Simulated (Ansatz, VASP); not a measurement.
Two plane-wave programs on Al6SiSe3

```
Al Si Se
1.0
     6.10790    0.00000    0.00000
     0.00000    6.10790    0.00000
     0.00000    0.00000    6.10790
Al Si Se
6 1 3
Direct
  0.21453 0.50000 0.50000
  0.78547 0.50000 0.50000
  0.50000 0.21453 0.50000
  0.50000 0.78547 0.50000
  0.50000 0.50000 0.21453
  0.50000 0.50000 0.78547
  0.00000 0.00000 0.00000
  0.50000 0.00000 0.00000
  0.00000 0.50000 0.00000
  0.00000 0.00000 0.50000
```

Alike in both runs: task single point; functional PBE; k mesh 4 × 4 × 4; occupations gaussian, width 0.1 eV; no spin polarisation.

```csv
,VASP,Ansatz
version,VASP 6.6.1,Ansatz 0.2.0
potentials or method,"VASP PAW PBE potentials, release 64 (Al, Si, Se)","scalar-relativistic, plane waves, PAW"
plane-wave cutoff (eV),520,420
valence electrons in the cell,40,70
```

VASP gave:

| Item | Value |
| --- | --- |
| gap on the k mesh at the Fermi level (eV) | none |
| pressure (GPa) | 1.5 |
| rms of the force components (eV/Å) | 1.814 |

Estimate Ansatz's values.

gap on the k mesh at the Fermi level (eV): none; pressure (GPa): 1.5; rms of the force components (eV/Å): 1.815.

Atom by atom the forces differ by 0.001 eV/Å (rms over components). A gap of «none» marks a metal or a gap that the smearing closes. With one functional, cell and mesh, what is left measures potentials, basis and numerics. The two sets of potentials don't hold the same shells in valence.

Caveats: forces of over 1 eV/Å show positions far from the minimum, so gaps and moduli don't describe the material at rest.
